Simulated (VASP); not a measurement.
Given:

```yaml
crystal:
  lattice:
    - [0.00000, 2.86636, 2.86636]
    - [2.86636, 0.00000, 2.86636]
    - [2.86636, 2.86636, 0.00000]
  atoms:
    - { symbol: Sb, position: [0.00000, 0.00000, 0.00000] }
    - { symbol: Ag, position: [0.50000, 0.50000, 0.50000] }
```

The numbers are results of r2SCAN meta-GGA, VASP's PBE PAW potentials (set 64) (plane waves; VASP), not measurements. Numerical set-up: 480 eV cut-off, 10×10×10 Γ-centred mesh, first-order Methfessel-Paxton smearing of 0.10 eV, potentials Sb Ag.

Each row applies one change to this cell, which was relaxed at other settings and keeps the small stress of the first row; at a fixed cut-off the stress holds a Pulay part, so it need not integrate to ΔE exactly. Stress is in GPa, positive when the cell is compressed.

```tsv
change	ΔE (meV/atom)	σxx	σyy	σzz	largest shear component, with its sign (GPa)	largest force (eV/Å)
none	0.0	0.20	0.20	0.20	0.00	0.000
atom 1 (Sb) moved by -0.025 Å along y	0.5	0.20	0.26	0.20	0.00	0.087
atom 1 (Sb) moved by -0.050 Å along x	2.2	0.43	0.19	0.19	0.00	0.174
isotropic strain of +3.0 %	36.1	-5.03	-5.03	-5.03	0.00	0.000
isotropic strain of -1.0 %	6.0	2.61	2.61	2.61	0.00	0.000
atom 2 (Ag) moved by 0.075 Å along z	4.9	0.17	0.17	0.72	0.00	0.264
atom 2 (Ag) moved by -0.200 Å along y	36.5	-0.01	3.94	-0.01	0.00	0.787
```

Failed runs are left out, and for metals the shear rows, which the mesh's noise covers.

The structure was generated: AgSb was put into the rocksalt type (Fm-3m), which need not be its known phase.
